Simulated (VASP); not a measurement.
Here is the system:

```
RbBr
1.0
    0.00000     3.43594     3.43594
    3.43594     0.00000     3.43594
    3.43594     3.43594     0.00000
Rb Br
1 1
Direct
  0.00000   0.00000   0.00000
  0.50000   0.50000   0.50000
```

Level of theory: MS2 meta-GGA, VASP's PBE PAW potentials (set 64) (plane waves; VASP). Settings: 520 eV cut-off, 7×7×7 Γ-centred mesh, Gaussian smearing of 0.050 eV, potentials Rb_sv Br.

Question: What does the run give for the energy per atom (σ→0), band gap (on the k-mesh) with the smallest direct gap where there is one?

Answer: 
- band gap (on the k-mesh): 5.02 eV
- smallest direct gap (on the k-mesh): 5.02 eV
- energy per atom (σ→0): -3.952 eV/atom

Only differences to runs with the same potentials and settings are physical.

The compound is RbBr in the rock salt structure. This cell is one point of a volume scan, at 0.97 of the reference volume.
